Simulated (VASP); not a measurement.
CuPb:

```xyz
2
Lattice="3.5147 0.0000 0.0000 -1.7573 3.0438 0.0000 0.0000 0.0000 3.4291" Properties=species:S:1:pos:R:3 pbc="T T T"
Cu    0.0000    2.0292    0.0000
Pb    1.7573    1.0146    1.7146
```

The cell was built by a generator and needn't be a form met in nature.

* Program: VASP 6.6.1
* Task: relaxation of cell and atoms
* Functional: PBE
* Potentials or basis: VASP PAW PBE potentials, release 64 (Cu, Pb_d)
* Cutoff: 600 eV
* k mesh: 9 × 9 × 8
* Occupations: methfessel-paxton, width 0.2 eV
* Spin: no spin polarisation

At the start: pressure 20.0 GPa; volume 18.34 Å³/atom.

Question: Where does the relaxation end?

Answer: Over 17 steps the energy falls by 228.3 meV/atom and the volume is 22.39 Å³/atom (+22.1 %); space group P-6m2 (No. 187, to 0.05 Å).

The path:
```
step  energy change (eV)  largest force (eV/Å)  pressure (GPa)  volume (Å³)
   1              0.0000                0.0000           19.98        36.68
   2             -0.3683                0.0000           -4.17        50.21
   3             -0.4365                0.0000            0.13        45.22
   4             -0.4368                0.0000           -0.25        45.46
   5             -0.4426                0.0000           -0.21        45.43
   6             -0.4545                0.0000           -0.40        45.29
   7             -0.4461                0.0000           -0.79        44.86
   8             -0.4558                0.0000           -0.08        45.18
   9             -0.4560                0.0000           -0.51        45.21
  10             -0.4560                0.0000            0.52        44.38
  11             -0.4567                0.0000            0.14        44.79
  12             -0.4566                0.0000           -0.16        44.88
  13             -0.4566                0.0000           -0.06        44.84
  14             -0.4567                0.0000           -0.17        44.82
  15             -0.4567                0.0000           -0.19        44.81
  16             -0.4566                0.0000            0.15        44.71
  17             -0.4567                0.0000            0.00        44.77
```

Final structure:
```
Cu Pb
1.0
     3.64101    0.00000    0.00000
    -1.82050    3.15321    0.00000
     0.00000    0.00000    3.89991
Cu Pb
1 1
Cartesian
  0.0000 2.1021 0.0000
  1.8205 1.0511 1.9500
```

Caveat: the volume moved by over 15 % at a fixed basis, so the end points are rough.
